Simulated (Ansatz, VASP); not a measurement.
# Cross-check of BN between VASP and Ansatz, part 3 of 3

Aim: how closely do two programs agree when they are given the same cell, functional and k mesh? The cell is taken from a series of runs on this material, whose earlier steps may have relaxed, scaled, displaced or heated it; both programs get it as it stands.

VASP 6.6.1 and Ansatz 0.2.0.

So far: The starting structure; Ansatz: zone-centre phonons, LDA; VASP: zone-centre phonons, LDA.

### 3. VASP: zone-centre phonons, LDA (continued)

Level of this step: LDA; plane waves and PAW (B, N) (VASP).

From OUTCAR (step 3):

```text
ion  position               nearest neighbor table
   1  0.333  0.667  0.250-   4 1.44   4 1.44   4 1.44
   2  0.667  0.333  0.750-   3 1.44   3 1.44   3 1.44
   3  0.333  0.667  0.750-   2 1.44   2 1.44   2 1.44
   4  0.667  0.333  0.250-   1 1.44   1 1.44   1 1.44

  LATTYP: Found a hexagonal cell.
 ALAT       =     2.4891452804
 C/A-ratio  =     2.6065346462

 Subroutine GETGRP returns: Found 24 space group operations
 (whereof 12 operations were pure point group operations)

The static configuration has the point symmetry D_3d.
 The point group associated with its full space group is D_6h.

 Found     36 irreducible k-points:

   k-points           NKPTS =     36   k-points in BZ     NKDIM =     36   number of bands    NBANDS=     14

   dimension x,y,z NGX =    20 NGY =   20 NGZ =   54
   dimension x,y,z NGXF=    40 NGYF=   40 NGZF=  108

   ENCUT  =  600.0 eV  44.10 Ry    6.64 a.u.   4.97  4.97 12.96*2*pi/ulx,y,z

   NELECT =      16.0000    total number of electrons

 k-points in reciprocal lattice and weights: Automatic mesh
   0.00000000  0.00000000  0.00000000       0.003
   0.11111111  0.00000000  0.00000000       0.019
   0.22222222 -0.00000000  0.00000000       0.019
   0.33333333 -0.00000000  0.00000000       0.019
   0.44444444 -0.00000000  0.00000000       0.019
   0.11111111  0.11111111  0.00000000       0.019
   0.22222222  0.11111111  0.00000000       0.037
   0.33333333  0.11111111  0.00000000       0.037
   0.44444444  0.11111111  0.00000000       0.019
[...]
0.33333333  0.22222222  0.50000000       0.037
   0.33333333  0.33333333  0.50000000       0.006

 average (electrostatic) potential at core
       1 -33.8717       2 -33.8717       3 -64.4642       4 -64.4642

  Total       -0.0032122     -0.0032122     -0.0462636      0.0000000      0.0000000      0.0000000
  in kB       -0.1478312     -0.1478312     -2.1291448      0.0000000      0.0000000      0.0000000
  external PRESSURE =      -0.8082691 kB  Pullay stress =       0.0000000 kB

  energy-cutoff  :      600.00
  volume of cell :       34.81
      direct lattice vectors                 reciprocal lattice vectors
     2.489145280  0.000000000  0.000000000     0.401744329  0.231947196  0.000000000
    -1.244572640  2.155663046  0.000000000     0.000000000  0.463894393  0.000000000
     0.000000000  0.000000000  6.488043413     0.000000000  0.000000000  0.154129672

 POSITION                                       TOTAL-FORCE (eV/Angst)
 -----------------------------------------------------------------------------------
      0.00000      1.43711      1.62201         0.000000     -0.000000      0.000000
      1.24457      0.71855      4.86603        -0.000000      0.000000      0.000000
      0.00000      1.43711      4.86603        -0.000000     -0.000000     -0.000000
      1.24457      0.71855      1.62201        -0.000000      0.000000      0.000000
 -----------------------------------------------------------------------------------
    total drift:                               -0.000000     -0.000000      0.000000

 MACROSCOPIC STATIC DIELECTRIC TENSOR (including local field effects in DFT)
 ------------------------------------------------------
           4.900738     0.000000     0.000000
          -0.000000     4.900738    -0.000000
           0.000000    -0.000000     2.859431
 ------------------------------------------------------

 PIEZOELECTRIC TENSOR (including local field effects)  for field in x, y, z        (C/m^2)
          XX          YY          ZZ          XY          YZ          ZX
  --------------------------------------------------------------------------------
  x     0.00000     0.00000     0.00000     0.00000     0.00000     0.00000
  y     0.00000     0.00000     0.00000     0.00000     0.00000     0.00000
  z     0.00000     0.00000     0.00000     0.00000     0.00000     0.00000

 BORN EFFECTIVE CHARGES (including local field effects) (in |e|, cummulative output)
 ---------------------------------------------------------------------------------
 ion    1
    1     2.70456     0.00000     0.00000
    2     0.00000     2.70456     0.00000
    3    -0.00000    -0.00000     0.81025
 ion    2
    1     2.70456     0.00000     0.00000
    2     0.00000     2.70456     0.00000
    3     0.00000    -0.00000     0.81025
 ion    3
    1    -2.70456     0.00000     0.00000
    2     0.00000    -2.70456     0.00000
    3    -0.00000     0.00000    -0.81025
 ion    4
    1    -2.70456     0.00000     0.00000
    2     0.00000    -2.70456     0.00000
    3     0.00000     0.00000    -0.81025

 Eigenvectors and eigenvalues of the dynamical matrix
 ----------------------------------------------------

   1 f  =   41.424534 THz   260.278021 2PiTHz 1381.773707 cm-1   171.318028 meV
             X         Y         Z           dx          dy          dz
      0.000000  1.437109  1.622011    -0.530867   -0.000002    0.000000
      1.244573  0.718554  4.866033     0.530867    0.000002   -0.000000
      0.000000  1.437109  4.866033    -0.467097   -0.000002    0.000000
      1.244573  0.718554  1.622011     0.467097    0.000002   -0.000000

   2 f  =   41.424534 THz   260.278021 2PiTHz 1381.773707 cm-1   171.318028 meV
             X         Y         Z           dx          dy          dz
      0.000000  1.437109  1.622011     0.000002   -0.530867   -0.000000
      1.244573  0.718554  4.866033    -0.000002    0.530867    0.000000
      0.000000  1.437109  4.866033     0.000002   -0.467097   -0.000000
      1.244573  0.718554  1.622011    -0.000002    0.467097   -0.000000

   3 f  =   41.421728 THz   260.260394 2PiTHz 1381.680127 cm-1   171.306426 meV
             X         Y         Z           dx          dy          dz
      0.000000  1.437109  1.622011    -0.531146   -0.000005    0.000000
      1.244573  0.718554  4.866033    -0.531146   -0.000005   -0.000000
      0.000000  1.437109  4.866033     0.466781    0.000004    0.000000
      1.244573  0.718554  1.622011     0.466781    0.000004   -0.000000

   4 f  =   41.421728 THz   260.260394 2PiTHz 1381.680127 cm-1   171.306426 meV
             X         Y         Z           dx          dy          dz
      0.000000  1.437109  1.622011    -0.000005    0.531146    0.000000
      1.244573  0.718554  4.866033    -0.000005    0.531146   -0.000000
      0.000000  1.437109  4.866033     0.000004   -0.466781    0.000000
      1.244573  0.718554  1.622011     0.000004   -0.466781   -0.000000

   5 f  =   24.351680 THz   153.006120 2PiTHz  812.284621 cm-1   100.710412 meV
             X         Y         Z           dx          dy          dz
      0.000000  1.437109  1.622011     0.000000   -0.000000    0.529172
      1.244573  0.718554  4.866033    -0.000000   -0.000000   -0.529172
      0.000000  1.437109  4.866033    -0.000000   -0.000000    0.469017
      1.244573  0.718554  1.622011     0.000000   -0.000000   -0.469017

   6 f  =   22.559227 THz   141.743803 2PiTHz  752.494810 cm-1    93.297424 meV
             X         Y         Z           dx          dy          dz
      0.000000  1.437109  1.622011     0.000000   -0.000000   -0.531160
      1.244573  0.718554  4.866033    -0.000000   -0.000000   -0.531160
      0.000000  1.437109  4.866033    -0.000000   -0.000000    0.466765
      1.244573  0.718554  1.622011     0.000000    0.000000    0.466765

   7 f  =    3.322502 THz    20.875897 2PiTHz  110.826743 cm-1    13.740759 meV
             X         Y         Z           dx          dy          dz
      0.000000  1.437109  1.622011    -0.000000    0.000000   -0.469017
      1.244573  0.718554  4.866033     0.000000   -0.000000    0.469017
      0.000000  1.437109  4.866033     0.000000   -0.000000    0.529172
      1.244573  0.718554  1.622011    -0.000000    0.000000   -0.529172

   8 f  =    1.467620 THz     9.221330 2PiTHz   48.954542 cm-1     6.069587 meV
             X         Y         Z           dx          dy          dz
      0.000000  1.437109  1.622011    -0.467094   -0.001878    0.000000
      1.244573  0.718554  4.866033     0.467094    0.001878    0.000000
      0.000000  1.437109  4.866033     0.530863    0.002135    0.000000
      1.244573  0.718554  1.622011    -0.530863   -0.002135    0.000000

   9 f  =    1.467620 THz     9.221330 2PiTHz   48.954542 cm-1     6.069587 meV
             X         Y         Z           dx          dy          dz
      0.000000  1.437109  1.622011    -0.001878    0.467094    0.000000
      1.244573  0.718554  4.866033     0.001878   -0.467094    0.000000
      0.000000  1.437109  4.866033     0.002135   -0.530863    0.000000
      1.244573  0.718554  1.622011    -0.002135    0.530863    0.000000

  10 f/i=    0.000493 THz     0.003095 2PiTHz    0.016430 cm-1     0.002037 meV
             X         Y         Z           dx          dy          dz
      0.000000  1.437109  1.622011    -0.000000    0.000000    0.466765
      1.244573  0.718554  4.866033    -0.000000    0.000000    0.466765
      0.000000  1.437109  4.866033    -0.000000    0.000000    0.531160
      1.244573  0.718554  1.622011    -0.000000    0.000000    0.531160

  11 f/i=    0.002179 THz     0.013689 2PiTHz    0.072674 cm-1     0.009010 meV
             X         Y         Z           dx          dy          dz
      0.000000  1.437109  1.622011     0.038723   -0.465172    0.000000
      1.244573  0.718554  4.866033     0.038723   -0.465172    0.000000
      0.000000  1.437109  4.866033     0.044062   -0.529315    0.000000
      1.244573  0.718554  1.622011     0.044062   -0.529315    0.000000

  12 f/i=    0.002179 THz     0.013689 2PiTHz    0.072674 cm-1     0.009010 meV
             X         Y         Z           dx          dy          dz
      0.000000  1.437109  1.622011    -0.465172   -0.038723   -0.000000
      1.244573  0.718554  4.866033    -0.465172   -0.038723   -0.000000
      0.000000  1.437109  4.866033    -0.529315   -0.044062   -0.000000
      1.244573  0.718554  1.622011    -0.529315   -0.044062   -0.000000

 MACROSCOPIC STATIC DIELECTRIC TENSOR IONIC CONTRIBUTION
 ------------------------------------------------------
           1.775504    -0.000000    -0.000000
          -0.000000     1.775504    -0.000000
          -0.000000    -0.000000     0.537249
 ------------------------------------------------------

 ELASTIC MODULI CONTR FROM IONIC RELAXATION (kBar)
 Direction    XX          YY          ZZ          XY          YZ          ZX
 --------------------------------------------------------------------------------
 XX        -461.5735    461.5735     -0.0000     -0.0000     -0.0000      0.0000
 YY         461.5735   -461.5735      0.0000      0.0000      0.0000      0.0000
 ZZ          -0.0000      0.0000     -0.0000      0.0000     -0.0000      0.0000
 XY          -0.0000      0.0000      0.0000   -461.5735      0.0000      0.0000
 YZ          -0.0000      0.0000     -0.0000      0.0000     -0.0000      0.0000
 ZX           0.0000      0.0000      0.0000      0.0000      0.0000      0.0000
 --------------------------------------------------------------------------------

 PIEZOELECTRIC TENSOR IONIC CONTR  for field in x, y, z        (C/m^2)
          XX          YY          ZZ          XY          YZ          ZX
  --------------------------------------------------------------------------------
  x     0.00000    -0.00000     0.00000     0.00000     0.00000     0.00000
  y     0.00000    -0.00000    -0.00000     0.00000    -0.00000     0.00000
  z    -0.00000     0.00000     0.00000     0.00000     0.00000     0.00000
```

Energies printed during the response cycles are not total energies of the cell.

### 4. Differences

Known differences besides the potentials themselves: fixed occupations in Ansatz, narrow Gaussian smearing in VASP; VASP's response is taken on the typed mesh, Ansatz refines its own for the field response alone; the cutoff is 1197.3 eV in Ansatz and 600 eV in VASP; VASP's log shows a relativistic correction to its local exchange, Ansatz's none. Total energies have different zeros and are not compared.

Both answers:

```tsv
quantity	Ansatz	VASP	difference
ε∞ xx	4.84	4.90	-1.15 %
ε∞ yy	4.84	4.90	-1.15 %
ε∞ zz	2.84	2.86	-0.58 %
Born charge of B1 (mean of the diagonal) (e)	2.07	2.07	0.00
Born charge of N3 (mean of the diagonal) (e)	-2.07	-2.07	0.00
optical mode 1 to 2 (cm⁻¹)	50.2	49.0	+1.3
optical mode 3 (cm⁻¹)	113.2	110.8	+2.15 %
optical mode 4 (cm⁻¹)	756.5	752.5	+0.54 %
optical mode 5 (cm⁻¹)	817.4	812.3	+0.62 %
optical mode 6 to 9 (cm⁻¹)	1385.8	1381.7	+0.30 %
```

Modes are paired by rising frequency, not by their patterns, so a pair may set unlike modes beside each other; they are those without the splitting of longitudinal modes.

### 5. What came out

| Quantity | Value |
| --- | --- |
| r.m.s. difference of the optical zone-centre modes, each program's sorted by frequency (zone-centre phonons, LDA) | 3.6 cm⁻¹ |
| difference in optical mode 3 (zone-centre phonons, LDA) | +2.2 % |

**Reading.** The r.m.s. difference of the optical zone-centre modes, each program's sorted by frequency is 3.6 cm⁻¹ (zone-centre phonons, LDA). Among the rows given in per cent, the largest difference of the zone-centre phonons, LDA pair is in optical mode 3, +2.2 %. Such differences can come from data sets, numerical settings and the points named under the comparisons, not from the functional's error against experiment.

[Lines on the potential files, build, host, timing and source positions are cut from VASP's logs without a mark.]

[Logs are printed without paths, hosts, clocks, repeated set-up lines and the standing remarks that a program may print on its own settings, such as how far it seeks lower states.]

[Hosts, paths, dates, database ids (printed as entryN), source tags and the programs' standing remarks are cut or masked in the printed files.]
